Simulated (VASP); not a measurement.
Data:

```yaml
crystal:
  lattice:
    - [1.46650, -2.54005, 0.00000]
    - [1.46650, 2.54005, 0.00000]
    - [0.00000, 0.00000, 2.85608]
  atoms:
    - { symbol: W, position: [0.00000, 0.00000, 0.00000] }
    - { symbol: C, position: [0.33333, 0.66667, 0.50000] }
```

Method: revPBE GGA, VASP's PBE PAW potentials (set 64) (plane waves; VASP). Settings: 520 eV cut-off, 16×16×14 Γ-centred mesh, tetrahedra with Blöchl corrections, potentials W_sv C.

Unless said otherwise, spin-orbit coupling is left out, though it shifts the bands of the heavy elements here.

Task: What does the run give for the energy per atom (σ→0), band gap (on the k-mesh) with the smallest direct gap where there is one?

Result: 
```yaml
band gap (on the k-mesh): none (metal, semimetal or under 0.01 eV)
energy per atom (σ→0): -1041.8 kJ/mol-atom
```

Total energies compare only between runs with the same potentials, cut-off and functional.

The compound is WC in the wc structure. It was relaxed first.
